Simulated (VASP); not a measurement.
# How SCF threshold and smearing change a VASP run on ZrSi2, part 2 of 3

How sensitive are energy, pressure and forces of ZrSi2 to the SCF threshold and smearing? The series runs use LDA. The start is a cell from a database of measured crystal structures.

VASP 6.6.1; LDA; plane waves and PAW (Zr_sv, Si).

So far. Step 6 (SCF threshold: EDIFF = 1E-06): Against the run before the energy stays within 0.01 meV an atom and the pressure within 0.01 GPa, after 12 cycles in 18 s.

The database entry behind the starting cell differs from later determinations by our own check (a about 0.3 % long), so it need not match the best structure at ambient conditions.

**7. SCF threshold: EDIFF = 1E-08**

Contents of INCAR:

```
SYSTEM = ZrSi2
PREC = Accurate
ENCUT = 400
EDIFF = 1E-08
NELM = 100
ISMEAR = -1
SIGMA = 0.05
LREAL = .FALSE.
ALGO = Normal
GGA = CA
NBANDS = 26
LASPH = .TRUE.
LORBIT = 11
LWAVE = .FALSE.
LCHARG = .FALSE.
KPAR = 4
ISIF = 2
```

Contents of POSCAR:

```
ZrSi2
1.0
    0.0000000000      0.0000000000     -3.6720000000
   -3.7060000000      0.0000000000      0.0000000000
   -1.8530000000      7.3675000000      0.0000000000
Zr Si
2 4
Direct
    0.7500000000      0.8946000000      0.2108000000
    0.2500000000      0.1054000000      0.7892000000
    0.7500000000      0.5522000000      0.8956000000
    0.2500000000      0.4478000000      0.1044000000
    0.7500000000      0.2496000000      0.5008000000
    0.2500000000      0.7504000000      0.4992000000
```

Contents of KPOINTS:

```
Automatic mesh
0
Gamma
7 7 7
0 0 0
```

PAW data sets: Zr_sv and Si (PBE family, release 64).

On the command line:

```bash
> mpirun -np 4 vasp_std
```

Output:

```text
[... set-up lines as in an earlier step ...]
 entering main loop
       N       E                     dE             d eps       ncg     rms          rms(c)
[... 11 cycles as in an earlier step ...]
DAV:  12    -0.468410894802E+02    0.84044E-06   -0.80885E-06  4940   0.184E-02    0.597E-03
DAV:  13    -0.468410893190E+02    0.16121E-06   -0.14007E-06  4550   0.737E-03    0.109E-03
DAV:  14    -0.468410893096E+02    0.94019E-08   -0.14264E-07  4368   0.264E-03    0.505E-04
DAV:  15    -0.468410893095E+02    0.11141E-09   -0.11473E-08  2692   0.684E-04
   1 F= -.46841089E+02 E0= -.46836582E+02  d E =-.901493E-02
```

Run time: 21 s. Hardware: 4 MPI ranks of AMD EPYC 7R43, shared host; peak memory 0.71 GiB; 78 s of CPU time.

Parts of OUTCAR (step 7):

```text
  Total       -3.3822207     -2.4255880     -2.7617143      0.0000000      0.0000000      0.0000000
  in kB      -54.0485808    -38.7613939    -44.1327606      0.0000000      0.0000000      0.0000000
  external PRESSURE =     -45.6475784 kB  Pullay stress =       0.0000000 kB

 POSITION                                       TOTAL-FORCE (eV/Angst)
 -----------------------------------------------------------------------------------
     -3.70600      1.55307     -2.75400        -0.000000     -0.004382      0.000000
     -1.85300      5.81443     -0.91800         0.000000      0.004382     -0.000000
     -3.70600      6.59833     -2.75400         0.000000     -0.163051      0.000000
     -1.85300      0.76917     -0.91800        -0.000000      0.163051      0.000000
     -1.85300      3.68964     -2.75400        -0.000000     -0.073808      0.000000
     -3.70600      3.67786     -0.91800         0.000000      0.073808      0.000000
 -----------------------------------------------------------------------------------
    total drift:                               -0.000000     -0.000000     -0.000000

  FREE ENERGIE OF THE ION-ELECTRON SYSTEM (eV)
  ---------------------------------------------------
  free  energy   TOTEN  =       -46.8410893095 eV

  energy  without entropy=      -46.8320743792  energy(sigma->0) =      -46.83658184

[... 2 parts as in an earlier step ...]

[... 1 further part left out ...]
[key lines of the parts left out:]
E-fermi :   9.7871
```

Against the run before the energy stays within 0.01 meV an atom; the pressure moves by +0.01 GPa, after 15 cycles in 21 s.

**8. The SCF threshold series as a table**

This step: convergence of LDA results with the threshold; plane waves and PAW (VASP 6.6.1).

No new run; the numbers come from the runs before.

Differences are taken from the run with EDIFF = 1E-08. Results of the series, by row:

```tsv
setting	status	energy less the reference (meV/atom)	pressure (GPa)	largest force difference (meV/Å)	SCF cycles	wall time (s)
EDIFF = 0.01	converged	0.009418	-4.571	30.25	9	12.8
EDIFF = 0.001	converged	-0.01108	-4.609	6.537	9	14
EDIFF = 1E-04	converged	3.38e-4	-4.539	10.7	10	15.2
EDIFF = 1E-05	converged	-7.67e-5	-4.572	0.331	12	17.4
EDIFF = 1E-06	converged	-9.50e-5	-4.577	0.389	12	18.2
EDIFF = 1E-08	converged	0	-4.565	0	15	21
```

**9. Smearing: ISMEAR = -1, SIGMA = 0.01**

This step: LDA; plane waves and PAW (Zr_sv, Si) (VASP 6.6.1).

Smearing steadies the sum over the Fermi surface at the price of an entropy term.

Changes to INCAR since step 7:

```diff
@@ -3,6 +3,6 @@
 ENCUT = 400
-EDIFF = 1E-08
+EDIFF = 1E-06
 NELM = 100
 ISMEAR = -1
-SIGMA = 0.05
+SIGMA = 0.01
 LREAL = .FALSE.
```

POSCAR is that of step 7.

KPOINTS is that of step 7.

On the command line:

```bash
> mpirun -np 4 vasp_std
```

Output:

```text
[... set-up lines as in an earlier step ...]
 entering main loop
       N       E                     dE             d eps       ncg     rms          rms(c)
DAV:   1     0.221692833220E+03    0.22169E+03   -0.17122E+04  3328   0.118E+03
DAV:   2    -0.294504039894E+02   -0.25114E+03   -0.24692E+03  3954   0.317E+02
DAV:   3    -0.478424467900E+02   -0.18392E+02   -0.18242E+02  6182   0.640E+01
DAV:   4    -0.485559478368E+02   -0.71350E+00   -0.71241E+00  4270   0.131E+01
DAV:   5    -0.485875508529E+02   -0.31603E-01   -0.31596E-01  5402   0.217E+00    0.246E+01
DAV:   6    -0.469313278822E+02    0.16562E+01   -0.66501E+00  4186   0.123E+01    0.101E+01
DAV:   7    -0.468538160268E+02    0.77512E-01   -0.73644E-01  5294   0.393E+00    0.312E+00
DAV:   8    -0.468379880202E+02    0.15828E-01   -0.70783E-02  4226   0.146E+00    0.774E-01
DAV:   9    -0.468373454480E+02    0.64257E-03   -0.74630E-03  5036   0.531E-01    0.196E-01
DAV:  10    -0.468372714799E+02    0.73968E-04   -0.71217E-04  4332   0.157E-01    0.736E-02
DAV:  11    -0.468372702842E+02    0.11957E-05   -0.12144E-04  4314   0.844E-02    0.150E-02
DAV:  12    -0.468372695149E+02    0.76923E-06   -0.79252E-06  4934   0.184E-02
   1 F= -.46837270E+02 E0= -.46837133E+02  d E =-.273350E-03
```

The job ended after 17 s (4 MPI ranks; peak memory 0.73 GiB).

OUTCAR, selected parts (step 9):

```text
   NELECT =      40.0000    total number of electrons

 E-fermi :   9.7675

 k-point     1 :       0.0000    0.0000    0.0000
  band No.  band energies     occupation
    ...
     16       7.3807      2.00000
     17       7.4164      2.00000
     18       7.4457      2.00000
     19       7.5341      2.00000
     20       9.7332      1.93724
     21      10.9377      0.00000
     22      11.2049      0.00000
     23      11.2657      0.00000
     24      11.4209      0.00000
     25      11.9746      0.00000
    ...

  Total       -3.3891392     -2.4595078     -2.7480107      0.0000000      0.0000000      0.0000000
  in kB      -54.1591393    -39.3034395    -43.9137742      0.0000000      0.0000000      0.0000000
  external PRESSURE =     -45.7921177 kB  Pullay stress =       0.0000000 kB

 POSITION                                       TOTAL-FORCE (eV/Angst)
 -----------------------------------------------------------------------------------
     -3.70600      1.55307     -2.75400         0.000000      0.004894      0.000000
     -1.85300      5.81443     -0.91800        -0.000000     -0.004894     -0.000000
     -3.70600      6.59833     -2.75400         0.000000     -0.156182      0.000000
     -1.85300      0.76917     -0.91800        -0.000000      0.156182      0.000000
     -1.85300      3.68964     -2.75400        -0.000000     -0.080676      0.000000
     -3.70600      3.67786     -0.91800         0.000000      0.080676      0.000000
 -----------------------------------------------------------------------------------
    total drift:                               -0.000000     -0.000000     -0.000000

  FREE ENERGIE OF THE ION-ELECTRON SYSTEM (eV)
  ---------------------------------------------------
  free  energy   TOTEN  =       -46.8372695149 eV

  energy  without entropy=      -46.8369961653  energy(sigma->0) =      -46.83713284

[... 9 parts as in an earlier step ...]

[... 8 further parts left out ...]
```

Numbers from this step:

```yaml
electronic_steps: 12
fermi_energy: 9.768 eV
pressure: -4.579 GPa
```

The series starts at -7.8062 eV an atom and -4.58 GPa, after 12 cycles in 17 s. The entropy term T·S comes to 0.05 meV an atom in size.

**10. Smearing: ISMEAR = -1, SIGMA = 0.05**

Changes to INCAR since step 9:

```diff
@@ -6,3 +6,3 @@
 ISMEAR = -1
-SIGMA = 0.01
+SIGMA = 0.05
 LREAL = .FALSE.
```

POSCAR is that of step 9.

KPOINTS is that of step 9.

On the command line:

```bash
> mpirun -np 4 vasp_std
```

Output:

```text
[... set-up lines as in an earlier step ...]
 entering main loop
       N       E                     dE             d eps       ncg     rms          rms(c)
[... 12 cycles as in an earlier step ...]
   1 F= -.46841089E+02 E0= -.46836582E+02  d E =-.901414E-02
```

It took 18 s on 4 MPI ranks; peak memory 0.75 GiB; 67 s of CPU time.

Parts of OUTCAR (step 10):

```text
[... 6 parts as in an earlier step ...]

[... 1 further part left out ...]
[key lines of the parts left out:]
E-fermi :   9.7872
```

Against the run before the energy at zero width moves by +0.09 meV an atom while the pressure stays within 0.01 GPa, after 12 cycles in 18 s. The entropy term T·S comes to 1.50 meV an atom in size.

**11. Smearing: ISMEAR = -1, SIGMA = 0.1**

Changes to INCAR since step 10:

```diff
@@ -6,3 +6,3 @@
 ISMEAR = -1
-SIGMA = 0.05
+SIGMA = 0.1
 LREAL = .FALSE.
```

POSCAR is that of step 10.

KPOINTS is that of step 10.

On the command line:

```bash
> mpirun -np 4 vasp_std
```

Output:

```text
[... set-up lines as in an earlier step ...]
 entering main loop
       N       E                     dE             d eps       ncg     rms          rms(c)
DAV:   1     0.221674190631E+03    0.22167E+03   -0.17122E+04  3328   0.118E+03
DAV:   2    -0.294731436709E+02   -0.25115E+03   -0.24688E+03  3954   0.317E+02
DAV:   3    -0.478678232291E+02   -0.18395E+02   -0.18236E+02  6182   0.640E+01
DAV:   4    -0.485830177739E+02   -0.71519E+00   -0.71362E+00  4270   0.131E+01
[...]
DAV:  10    -0.468571221538E+02    0.68229E-04   -0.65464E-04  4426   0.151E-01    0.732E-02
DAV:  11    -0.468571216219E+02    0.53192E-06   -0.12090E-04  4442   0.829E-02    0.154E-02
DAV:  12    -0.468571206277E+02    0.99415E-06   -0.69702E-06  4460   0.182E-02
   1 F= -.46857121E+02 E0= -.46833678E+02  d E =-.468860E-01
```

Run time: 18 s. Hardware: 4 MPI ranks; peak memory 0.74 GiB; 68 s of CPU time.

OUTCAR, selected parts (step 11):

```text
  Total       -3.3412100     -2.4534176     -2.7528373      0.0000000      0.0000000      0.0000000
  in kB      -53.3932211    -39.2061161    -43.9909043      0.0000000      0.0000000      0.0000000
  external PRESSURE =     -45.5300805 kB  Pullay stress =       0.0000000 kB

 POSITION                                       TOTAL-FORCE (eV/Angst)
 -----------------------------------------------------------------------------------
     -3.70600      1.55307     -2.75400         0.000000     -0.022328     -0.000000
     -1.85300      5.81443     -0.91800         0.000000      0.022328      0.000000
     -3.70600      6.59833     -2.75400         0.000000     -0.165457      0.000000
     -1.85300      0.76917     -0.91800        -0.000000      0.165457      0.000000
     -1.85300      3.68964     -2.75400         0.000000     -0.074487      0.000000
     -3.70600      3.67786     -0.91800         0.000000      0.074487      0.000000
 -----------------------------------------------------------------------------------
    total drift:                               -0.000000     -0.000000     -0.000000

  FREE ENERGIE OF THE ION-ELECTRON SYSTEM (eV)
  ---------------------------------------------------
  free  energy   TOTEN  =       -46.8571206277 eV

  energy  without entropy=      -46.8102345842  energy(sigma->0) =      -46.83367761

[... 2 parts as in an earlier step ...]

[... 1 further part left out ...]
[key lines of the parts left out:]
E-fermi :   9.7867
```

Against the run before the energy at zero width moves by +0.48 meV an atom and the pressure by +0.02 GPa, after 12 cycles in 18 s. The entropy term T·S comes to 7.81 meV an atom in size.

**12. Smearing: ISMEAR = -1, SIGMA = 0.2**

Changes to INCAR since step 11:

```diff
@@ -6,3 +6,3 @@
 ISMEAR = -1
-SIGMA = 0.1
+SIGMA = 0.2
 LREAL = .FALSE.
```

POSCAR is that of step 11.

KPOINTS is that of step 11.

On the command line:

```bash
> mpirun -np 4 vasp_std
```

Output:

```text
[... set-up lines as in an earlier step ...]
 entering main loop
       N       E                     dE             d eps       ncg     rms          rms(c)
DAV:   1     0.221604451030E+03    0.22160E+03   -0.17122E+04  3328   0.118E+03
DAV:   2    -0.295399382184E+02   -0.25114E+03   -0.24687E+03  3954   0.317E+02
DAV:   3    -0.479473718737E+02   -0.18407E+02   -0.18240E+02  6182   0.640E+01
DAV:   4    -0.486651817066E+02   -0.71781E+00   -0.71609E+00  4270   0.131E+01
[...]
DAV:  11    -0.469347720973E+02    0.47003E-06   -0.12202E-04  4642   0.820E-02    0.161E-02
DAV:  12    -0.469347707974E+02    0.12999E-05   -0.61199E-06  4448   0.188E-02    0.529E-03
DAV:  13    -0.469347707119E+02    0.85463E-07   -0.73249E-07  2584   0.568E-03
   1 F= -.46934771E+02 E0= -.46825652E+02  d E =-.218237E+00
```

Wall time 19 s (4 MPI ranks); peak memory 0.74 GiB.

OUTCAR, selected parts (step 12):

```text
  Total       -3.1799708     -2.3940466     -2.6365199      0.0000000      0.0000000      0.0000000
  in kB      -50.8165850    -38.2573557    -42.1321295      0.0000000      0.0000000      0.0000000
  external PRESSURE =     -43.7353567 kB  Pullay stress =       0.0000000 kB

 POSITION                                       TOTAL-FORCE (eV/Angst)
 -----------------------------------------------------------------------------------
     -3.70600      1.55307     -2.75400         0.000000     -0.045362      0.000000
     -1.85300      5.81443     -0.91800         0.000000      0.045362     -0.000000
     -3.70600      6.59833     -2.75400         0.000000     -0.159732      0.000000
     -1.85300      0.76917     -0.91800         0.000000      0.159732      0.000000
     -1.85300      3.68964     -2.75400        -0.000000     -0.077850      0.000000
     -3.70600      3.67786     -0.91800         0.000000      0.077850      0.000000
 -----------------------------------------------------------------------------------
    total drift:                               -0.000000     -0.000000     -0.000000

  FREE ENERGIE OF THE ION-ELECTRON SYSTEM (eV)
  ---------------------------------------------------
  free  energy   TOTEN  =       -46.9347707119 eV

  energy  without entropy=      -46.7165333226  energy(sigma->0) =      -46.82565202

[... 2 parts as in an earlier step ...]

[... 1 further part left out ...]
[key lines of the parts left out:]
E-fermi :   9.7462
```

Against the run before the energy at zero width moves by +1.34 meV an atom and the pressure by +0.18 GPa, after 13 cycles in 19 s. The entropy term T·S comes to 36.37 meV an atom in size.

**13. Smearing: ISMEAR = -1, SIGMA = 0.5**

Changes to INCAR since step 12:

```diff
@@ -6,3 +6,3 @@
 ISMEAR = -1
-SIGMA = 0.2
+SIGMA = 0.5
 LREAL = .FALSE.
```

POSCAR is that of step 12.

KPOINTS is that of step 12.

On the command line:

```bash
> mpirun -np 4 vasp_std
```

Output:

```text
[... set-up lines as in an earlier step ...]
 entering main loop
       N       E                     dE             d eps       ncg     rms          rms(c)
DAV:   1     0.221073033619E+03    0.22107E+03   -0.17122E+04  3328   0.118E+03
DAV:   2    -0.300642965874E+02   -0.25114E+03   -0.24686E+03  3954   0.317E+02
DAV:   3    -0.485945611617E+02   -0.18530E+02   -0.18317E+02  6182   0.640E+01
DAV:   4    -0.493295103351E+02   -0.73495E+00   -0.73186E+00  4270   0.132E+01
[...]
DAV:  19    -0.476257965795E+02   -0.14634E-05   -0.14582E-05  1994   0.270E-04    0.317E-05
DAV:  20    -0.476257977016E+02   -0.11221E-05   -0.11181E-05  1964   0.200E-04    0.322E-05
DAV:  21    -0.476257985840E+02   -0.88243E-06   -0.88007E-06  1924   0.159E-04
   1 F= -.47625799E+02 E0= -.46690120E+02  d E =-.187136E+01
```

Elapsed: 27 s, on 4 MPI ranks; peak memory 0.76 GiB; 100 s of CPU time.

OUTCAR, selected parts (step 13):

```text
  Total       -2.0368570     -1.7554030     -1.4067417      0.0000000     -0.0000000      0.0000000
  in kB      -32.5493925    -28.0517007    -22.4800204      0.0000000     -0.0000000      0.0000000
  external PRESSURE =     -27.6937045 kB  Pullay stress =       0.0000000 kB

 POSITION                                       TOTAL-FORCE (eV/Angst)
 -----------------------------------------------------------------------------------
     -3.70600      1.55307     -2.75400         0.000000     -0.067185     -0.000000
     -1.85300      5.81443     -0.91800         0.000000      0.067185      0.000000
     -3.70600      6.59833     -2.75400         0.000000     -0.129220      0.000000
     -1.85300      0.76917     -0.91800        -0.000000      0.129220      0.000000
     -1.85300      3.68964     -2.75400        -0.000000     -0.070607      0.000000
     -3.70600      3.67786     -0.91800         0.000000      0.070607      0.000000
 -----------------------------------------------------------------------------------
    total drift:                               -0.000000     -0.000000     -0.000000

  FREE ENERGIE OF THE ION-ELECTRON SYSTEM (eV)
  ---------------------------------------------------
  free  energy   TOTEN  =       -47.6257985840 eV

  energy  without entropy=      -45.7544420293  energy(sigma->0) =      -46.69012031

[... 2 parts as in an earlier step ...]

[... 1 further part left out ...]
[key lines of the parts left out:]
E-fermi :   9.6636
```

Against the run before the energy at zero width moves by +22.59 meV an atom and the pressure by +1.60 GPa, after 21 cycles in 27 s. The entropy term T·S comes to 311.89 meV an atom in size.

**14. Smearing: ISMEAR = 2, SIGMA = 0.01**

Changes to INCAR since step 13:

```diff
@@ -5,4 +5,4 @@
 NELM = 100
-ISMEAR = -1
-SIGMA = 0.5
+ISMEAR = 2
+SIGMA = 0.01
 LREAL = .FALSE.
```

POSCAR is that of step 13.

KPOINTS is that of step 13.

On the command line:

```bash
> mpirun -np 4 vasp_std
```

Output:

```text
[... set-up lines as in an earlier step ...]
 entering main loop
       N       E                     dE             d eps       ncg     rms          rms(c)
DAV:   1     0.221692997915E+03    0.22169E+03   -0.17122E+04  3328   0.118E+03
DAV:   2    -0.294499997836E+02   -0.25114E+03   -0.24692E+03  3954   0.317E+02
DAV:   3    -0.478420550848E+02   -0.18392E+02   -0.18243E+02  6182   0.640E+01
DAV:   4    -0.485556089337E+02   -0.71355E+00   -0.71242E+00  4270   0.131E+01
[...]
DAV:  11    -0.468370954977E+02    0.32600E-05   -0.13745E-04  4264   0.873E-02    0.156E-02
DAV:  12    -0.468370944369E+02    0.10608E-05   -0.67481E-06  4332   0.202E-02    0.578E-03
DAV:  13    -0.468370943858E+02    0.51058E-07   -0.53362E-07  2590   0.509E-03
   1 F= -.46837094E+02 E0= -.46837093E+02  d E =-.572963E-05
```

Elapsed: 20 s, on 4 MPI ranks; peak memory 0.74 GiB.

OUTCAR, selected parts (step 14):

```text
  Total       -3.3710868     -2.4811519     -2.7616909      0.0000000      0.0000000      0.0000000
  in kB      -53.8706580    -39.6493167    -44.1323871      0.0000000      0.0000000      0.0000000
  external PRESSURE =     -45.8841206 kB  Pullay stress =       0.0000000 kB

 POSITION                                       TOTAL-FORCE (eV/Angst)
 -----------------------------------------------------------------------------------
     -3.70600      1.55307     -2.75400         0.000000      0.005040      0.000000
     -1.85300      5.81443     -0.91800        -0.000000     -0.005040      0.000000
     -3.70600      6.59833     -2.75400        -0.000000     -0.162233      0.000000
     -1.85300      0.76917     -0.91800         0.000000      0.162233     -0.000000
     -1.85300      3.68964     -2.75400         0.000000     -0.080644      0.000000
     -3.70600      3.67786     -0.91800         0.000000      0.080644     -0.000000
 -----------------------------------------------------------------------------------
    total drift:                               -0.000000     -0.000000     -0.000000

  FREE ENERGIE OF THE ION-ELECTRON SYSTEM (eV)
  ---------------------------------------------------
  free  energy   TOTEN  =       -46.8370943858 eV

  energy  without entropy=      -46.8370886562  energy(sigma->0) =      -46.83709295

[... 2 parts as in an earlier step ...]

[... 1 further part left out ...]
[key lines of the parts left out:]
E-fermi :   9.7633
```

Against the first of the series the energy at zero width moves by +0.01 meV an atom and the pressure by -0.01 GPa, after 13 cycles in 20 s. The entropy term T·S comes to 0.00 meV an atom in size.

(Part 2 of 3 ends here.)

[Lines on the potential files, build, host, timing and source positions are cut from VASP's logs without a mark.]

[Logs are printed without paths, hosts, clocks, repeated set-up lines and the standing remarks that a program may print on its own settings, such as how far it seeks lower states.]

[Hosts, paths, dates, database ids (printed as entryN), source tags and the programs' standing remarks are cut or masked in the printed files.]

[A measured line is paired with the nearest computed mode of its activity, which favours agreement.]
